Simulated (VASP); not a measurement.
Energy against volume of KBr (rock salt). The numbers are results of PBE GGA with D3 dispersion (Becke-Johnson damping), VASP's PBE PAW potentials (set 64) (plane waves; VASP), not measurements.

```json
[
 {"V (Å³/atom)": "33.427", "E (eV/atom)": "-3.30778"},
 {"V (Å³/atom)": "34.494", "E (eV/atom)": "-3.31305"},
 {"V (Å³/atom)": "35.561", "E (eV/atom)": "-3.31453"},
 {"V (Å³/atom)": "36.628", "E (eV/atom)": "-3.31284"},
 {"V (Å³/atom)": "37.695", "E (eV/atom)": "-3.30849"}
]
```

Problem. Fit a third-order Birch-Murnaghan equation of state.

Solution. 
- volume per atom: 35.50 Å³/atom
- bulk modulus: 16.0 GPa
- pressure derivative of the bulk modulus: 4.86
- lattice constant a: 6.573 Å

The compound is KBr in the rock salt structure. It was relaxed first.
